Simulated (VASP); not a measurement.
Level of theory: r2SCAN meta-GGA, VASP's PBE PAW potentials (set 64) (plane waves; VASP).

The input files of a VASP run:

**POSCAR**
```
MnB
1.0
  0.0000000000   2.0914970515   2.0914970515
  2.0914970515   0.0000000000   2.0914970515
  2.0914970515   2.0914970515   0.0000000000
Mn B
1 1
Cart
  0.0000000000   0.0000000000   0.0000000000
  2.0914970515   2.0914970515   2.0914970515
```

### INCAR
```
SYSTEM = MnB
PREC = Accurate
ENCUT = 520
EDIFF = 1E-6
NELM = 100
ALGO = Normal
LREAL = .FALSE.
LASPH = .TRUE.
ISMEAR = 1
SIGMA = 0.1
METAGGA = R2SCAN
LMIXTAU = .TRUE.
LMAXMIX = 4
ISPIN = 2
MAGMOM = -2.4 0.3
LORBIT = 10
LWAVE = .FALSE.
LCHARG = .FALSE.
IBRION = 2
ISIF = 3
NSW = 60
EDIFFG = -0.01
```

**KPOINTS**
```
Regular mesh
0
G
14 14 14
0 0 0
```

POTCAR, in this order: Mn_pv B (PBE.64 set). Program: vasp_std.

The run wrote:

**OSZICAR**
```
       N       E                     dE             d eps       ncg     rms          rms(c)
DAV:   1     0.101308191665E+03    0.10131E+03   -0.96144E+03  5424   0.148E+03
DAV:   2    -0.254582036930E+02   -0.12677E+03   -0.12095E+03  5668   0.363E+02
DAV:   3    -0.287846043797E+02   -0.33264E+01   -0.32848E+01  6258   0.665E+01
DAV:   4    -0.288121836225E+02   -0.27579E-01   -0.27566E-01  6268   0.619E+00
DAV:   5    -0.288125907134E+02   -0.40709E-03   -0.40709E-03  6188   0.767E-01    0.250E+01
DAV:   6    -0.265213223300E+02    0.22913E+01   -0.34954E+01  5643   0.113E+02    0.234E+01
DAV:   7    -0.221101561013E+02    0.44112E+01   -0.11510E+01  5503   0.624E+01    0.497E+00
DAV:   8    -0.222522437667E+02   -0.14209E+00   -0.43321E-01  5868   0.686E+00    0.209E+00
DAV:   9    -0.222702154203E+02   -0.17972E-01   -0.40902E-02  6395   0.248E+00    0.102E+00
DAV:  10    -0.222750123496E+02   -0.47969E-02   -0.10921E-02  5928   0.978E-01    0.462E-01
DAV:  11    -0.222759485461E+02   -0.93620E-03   -0.20288E-03  6103   0.492E-01    0.105E-01
DAV:  12    -0.222760617195E+02   -0.11317E-03   -0.37819E-04  5892   0.266E-01    0.425E-02
DAV:  13    -0.222760758713E+02   -0.14152E-04   -0.59433E-05  5938   0.781E-02    0.265E-02
DAV:  14    -0.222760873366E+02   -0.11465E-04   -0.92321E-06  6208   0.381E-02    0.673E-03
DAV:  15    -0.222760882593E+02   -0.92273E-06   -0.25149E-06  5553   0.178E-02
   1 F= -.22276088E+02 E0= -.22276156E+02  d E =-.222761E+02  mag=    -2.0209
       N       E                     dE             d eps       ncg     rms          rms(c)
DAV:   1    -0.222810580018E+02   -0.49707E-02   -0.46204E-02  5428   0.412E+00    0.729E-01
DAV:   2    -0.222794268034E+02    0.16312E-02   -0.29099E-02  5688   0.337E+00    0.755E-01
DAV:   3    -0.222762003957E+02    0.32264E-02   -0.59451E-03  5748   0.153E+00    0.115E-01
DAV:   4    -0.222761511077E+02    0.49288E-04   -0.13038E-04  5818   0.111E-01    0.624E-02
DAV:   5    -0.222761225627E+02    0.28545E-04   -0.46361E-05  6158   0.735E-02    0.855E-03
DAV:   6    -0.222761229297E+02   -0.36708E-06   -0.17779E-06  5127   0.149E-02
   2 F= -.22276123E+02 E0= -.22276187E+02  d E =-.346704E-04  mag=    -2.0194
       N       E                     dE             d eps       ncg     rms          rms(c)
DAV:   1    -0.222768195594E+02   -0.69700E-03   -0.61604E-03  5423   0.151E+00    0.267E-01
DAV:   2    -0.222766026877E+02    0.21687E-03   -0.39407E-03  5678   0.124E+00    0.278E-01
DAV:   3    -0.222761564583E+02    0.44623E-03   -0.79827E-04  5728   0.560E-01    0.411E-02
DAV:   4    -0.222761526006E+02    0.38577E-05   -0.17830E-05  5788   0.419E-02    0.228E-02
DAV:   5    -0.222761471840E+02    0.54166E-05   -0.60904E-06  6178   0.258E-02    0.337E-03
DAV:   6    -0.222761473943E+02   -0.21027E-06   -0.20239E-07  3034   0.551E-03
   3 F= -.22276147E+02 E0= -.22276212E+02  d E =-.591350E-04  mag=    -2.0198
```

OUTCAR:
```
------------------------ aborting loop because EDIFF is reached ----------------------------------------
  FORCE on cell =-STRESS in cart. coord.  units (eV):
  Direction    XX          YY          ZZ          XY          YZ          ZX
  --------------------------------------------------------------------------------------
  Total        0.0041188      0.0041188      0.0041188      0.0000000      0.0000000     -0.0000000
  in kB        0.3614703      0.3614703      0.3614703      0.0000000      0.0000000     -0.0000000
  external PRESSURE =       0.3614703 kB  Pullay stress =       0.0000000 kB
  volume of cell :       18.26
      direct lattice vectors                 reciprocal lattice vectors
     0.000000000  2.089897677  2.089897677    -0.239246163  0.239246163  0.239246163
     2.089897677  0.000000000  2.089897677     0.239246163 -0.239246163  0.239246163
     2.089897677  2.089897677  0.000000000     0.239246163  0.239246163 -0.239246163
 POSITION                                       TOTAL-FORCE (eV/Angst)
 -----------------------------------------------------------------------------------
      0.00000      0.00000      0.00000         0.000000     -0.000000     -0.000000
      2.08990      2.08990      2.08990         0.000000      0.000000      0.000000
 -----------------------------------------------------------------------------------
    total drift:                                0.000000     -0.000000     -0.000000
  FREE ENERGIE OF THE ION-ELECTRON SYSTEM (eV)
  ---------------------------------------------------
  free  energy   TOTEN  =       -22.2761473943 eV

  energy  without entropy=      -22.2763420923  energy(sigma->0) =      -22.27621229

 total charge

# of ion       s       p       d       tot
------------------------------------------
    1        0.350   6.394   5.247  11.991
    2        0.779   1.127   0.000   1.905
--------------------------------------------------
tot          1.129   7.521   5.247  13.896

 magnetization (x)

# of ion       s       p       d       tot
------------------------------------------
    1        0.004   0.016  -2.383  -2.364
    2        0.048   0.227   0.000   0.275
--------------------------------------------------
tot          0.051   0.243  -2.383  -2.089

 reached required accuracy - stopping structural energy minimisation
```
(Selected blocks of OUTCAR.)

**CONTCAR**
```
MnB
   1.00000000000000
     0.0000000000000000    2.0898976774968596    2.0898976774968596
     2.0898976774968596    0.0000000000000000    2.0898976774968596
     2.0898976774968596    2.0898976774968596    0.0000000000000000
  Mn              B
     1     1
Direct
     0.0000000000000000    0.0000000000000000    0.0000000000000000
     0.5000000000000000    0.5000000000000000    0.5000000000000000
```

**OUTCAR**
```
 val. band max:        8.9438213199   @ k =  -0.3571   0.4286   0.0714

 cond. band min:       8.9970179798   @ k =  -0.2857   0.4286   0.2143


 Fermi energy:         8.9759551363

 spin component 1

 k-point     1 :       0.0000    0.0000    0.0000
  band No.  band energies     occupation
      1     -39.0383      1.00000
      2     -39.0382      1.00000
      3     -39.0381      1.00000
      4      -3.8820      1.00000
      5       9.0857     -0.03253
      6       9.0861     -0.03271
      7       9.2725     -0.00011
      8       9.2725     -0.00011
      9       9.2727     -0.00011
     10      13.0816      0.00000
     11      13.0816      0.00000
     12      13.0816      0.00000
     13      24.9688      0.00000

 k-point     2 :       0.0714    0.0000    0.0000
  band No.  band energies     occupation
      1     -39.0468      1.00000
      2     -39.0392      1.00000
      3     -39.0391      1.00000
      4      -3.7490      1.00000
      5       8.8127      1.02158
      6       8.8131      1.02174
      7       9.0101      0.22857
      8       9.3267     -0.00000
      9       9.3268     -0.00000
     10      13.0386      0.00000
     11      13.4460      0.00000
     12      13.4461      0.00000
     13      24.6222      0.00000

 k-point     3 :       0.1429    0.0000    0.0000
  band No.  band energies     occupation
      1     -39.0708      1.00000
      2     -39.0420      1.00000
      3     -39.0419      1.00000
      4      -3.3551      1.00000
      5       8.1708      1.00000
      6       8.1711      1.00000
      7       8.2786      1.00000
      8       9.5402     -0.00000
      9       9.5402     -0.00000
     10      12.9271      0.00000
     11      14.2917      0.00000
     12      14.2917      0.00000
     13      23.8129      0.00000

 k-point     4 :       0.2143    0.0000    0.0000
  band No.  band energies     occupation
      1     -39.1053      1.00000
...
```

The structure was generated: MnB was put into the rock salt type (Fm-3m), which need not be its known phase. This run relaxes it. Symmetry was kept, so distortions that lower it aren't found. The start is the result of an earlier pass.
